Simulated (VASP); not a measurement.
Output of a VASP run:

**OSZICAR**
```
       N       E                     dE             d eps       ncg     rms          rms(c)
DAV:   1     0.217466033843E+03    0.21747E+03   -0.13736E+04  6280   0.176E+03
DAV:   2    -0.163655061537E+02   -0.23383E+03   -0.23204E+03  6600   0.486E+02
DAV:   3    -0.240689512451E+02   -0.77034E+01   -0.76198E+01  8288   0.999E+01
DAV:   4    -0.241693592479E+02   -0.10041E+00   -0.10038E+00  7496   0.115E+01
DAV:   5    -0.241715370217E+02   -0.21778E-02   -0.21778E-02  8576   0.135E+00    0.204E+01
DAV:   6    -0.205509619418E+02    0.36206E+01   -0.20233E+01  6608   0.548E+01    0.271E+00
DAV:   7    -0.205125541235E+02    0.38408E-01   -0.18762E-01  6816   0.500E+00    0.163E+00
DAV:   8    -0.204861051445E+02    0.26449E-01   -0.23455E-02  8288   0.221E+00    0.177E-01
DAV:   9    -0.204859556127E+02    0.14953E-03   -0.22377E-03  7224   0.506E-01    0.941E-02
DAV:  10    -0.204859679717E+02   -0.12359E-04   -0.10562E-04  8472   0.115E-01    0.472E-02
DAV:  11    -0.204859469417E+02    0.21030E-04   -0.14047E-04  6696   0.146E-01    0.327E-03
DAV:  12    -0.204859470752E+02   -0.13358E-06   -0.12351E-06  7568   0.132E-02    0.146E-03
DAV:  13    -0.204859481795E+02   -0.11043E-05   -0.73211E-08  3512   0.289E-03    0.155E-04
DAV:  14    -0.204859482078E+02   -0.28279E-07   -0.98579E-09  3248   0.791E-04
   1 F= -.20485948E+02 E0= -.20485974E+02  d E =0.774094E-04
```

**OUTCAR**
```
------------------------ aborting loop because EDIFF is reached ----------------------------------------
  FORCE on cell =-STRESS in cart. coord.  units (eV):
  Direction    XX          YY          ZZ          XY          YZ          ZX
  --------------------------------------------------------------------------------------
  Total       -0.3119880     -0.0585994     -0.3119880      0.0000000      0.0000000      0.0000000
  in kB      -22.3723773     -4.2021074    -22.3723773      0.0000000      0.0000000      0.0000000
  external PRESSURE =     -16.3156206 kB  Pullay stress =       0.0000000 kB
  volume of cell :       22.34
      direct lattice vectors                 reciprocal lattice vectors
     2.821201808  0.000000000  0.000000000     0.354458868  0.000000000  0.000000000
     0.000000000  2.807165978  0.000000000     0.000000000  0.356231163  0.000000000
     0.000000000  0.000000000  2.821201808     0.000000000  0.000000000  0.354458868
 POSITION                                       TOTAL-FORCE (eV/Angst)
 -----------------------------------------------------------------------------------
      0.00000      0.00000      0.00000         0.000000     -0.000000     -0.000000
      1.41060      1.40358      1.41060        -0.000000      0.000000      0.000000
 -----------------------------------------------------------------------------------
    total drift:                               -0.000000      0.000000      0.000000
  FREE ENERGIE OF THE ION-ELECTRON SYSTEM (eV)
  ---------------------------------------------------
  free  energy   TOTEN  =       -20.4859482078 eV

  energy  without entropy=      -20.4860256172  energy(sigma->0) =      -20.48597401
```
(Selected blocks of OUTCAR.)

### POSCAR
```
Cr
1
    2.8212018075     0.0000000000     0.0000000000
    0.0000000000     2.8071659776     0.0000000000
    0.0000000000     0.0000000000     2.8212018075
Cr
2
Direct
  0.0000000000   0.0000000000   0.0000000000
  0.5000000000   0.5000000000   0.5000000000
```

Task: Write an INCAR and KPOINTS that could have produced this output.

Result: Several could match; the one computed here: the input of the run itself, PBEsol GGA, plane waves, VASP's PBE PAW potentials (set 64).

**KPOINTS**
```
Automatic mesh
0
Gamma
12 12 12
0 0 0
```

INCAR:
```
SYSTEM = Cr
PREC = Accurate
ENCUT = 480
EDIFF = 1E-7
NELM = 100
ALGO = Normal
LREAL = .FALSE.
LASPH = .TRUE.
ISMEAR = 1
SIGMA = 0.1
GGA = PS
LMAXMIX = 4
LWAVE = .FALSE.
LCHARG = .FALSE.
ISIF = 2
```

POTCAR, in this order: Cr_pv (PBE.64 set). Program: vasp_std.

The compound is Cr in the bcc, AFM order structure. This cell was strained or had an atom moved on purpose. The run is not spin-polarised, so no magnetic state was tried.
